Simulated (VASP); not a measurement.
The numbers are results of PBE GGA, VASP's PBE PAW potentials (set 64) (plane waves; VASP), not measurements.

The input files of a VASP run:

**KPOINTS**
```
Automatic mesh
0
Gamma
10 10 10
0 0 0
```

### INCAR
```
SYSTEM = MgO
PREC = Accurate
ENCUT = 520
EDIFF = 1E-6
NELM = 100
ALGO = Normal
LREAL = .FALSE.
LASPH = .TRUE.
ISMEAR = 0
SIGMA = 0.05
GGA = PE
LWAVE = .FALSE.
LCHARG = .FALSE.
ISIF = 2
ISYM = 1
```

POSCAR:
```
MgO
1
    0.0000000000     2.1471000000     2.1471000000
    2.1471000000     0.0000000000     2.1471000000
    2.1471000000     2.1471000000     0.0000000000
Mg O
1 1
Direct
  0.0000000000   0.0000000000   0.0000000000
  0.5000000000   0.5000000000   0.5000000000
```

POTCAR, in this order: Mg O (PBE.64 set). Program: vasp_std.

Question: Estimate the energy per atom (σ→0), pressure, band gap (on the k-mesh).

Answer: 
```json
{
 "energy per atom (σ→0)": "-5.951 eV/atom",
 "band gap (on the k-mesh)": "4.18 eV",
 "pressure": "-4.76 GPa"
}
```

File OSZICAR:
```
...
DAV:   5    -0.134589800148E+02   -0.24268E-06   -0.24268E-06   984   0.104E-02    0.718E+00
DAV:   6    -0.119272662841E+02    0.15317E+01   -0.10571E+01   752   0.225E+01    0.238E+00
DAV:   7    -0.119090721547E+02    0.18194E-01   -0.67388E-02   816   0.290E+00    0.133E+00
DAV:   8    -0.119028002904E+02    0.62719E-02   -0.28177E-02   752   0.250E+00    0.173E-01
DAV:   9    -0.119026629095E+02    0.13738E-03   -0.46329E-04  1064   0.197E-01    0.790E-02
DAV:  10    -0.119027776467E+02   -0.11474E-03   -0.14937E-04   776   0.129E-01    0.544E-03
DAV:  11    -0.119027778182E+02   -0.17148E-06   -0.16044E-06   968   0.104E-02
   1 F= -.11902778E+02 E0= -.11902778E+02  d E =-.494775E-21
```

The compound is MgO in the rock salt structure. The cell was not relaxed at this level. The run is one of a series of settings (ISYM = 1 against the base run), some of them coarse on purpose.
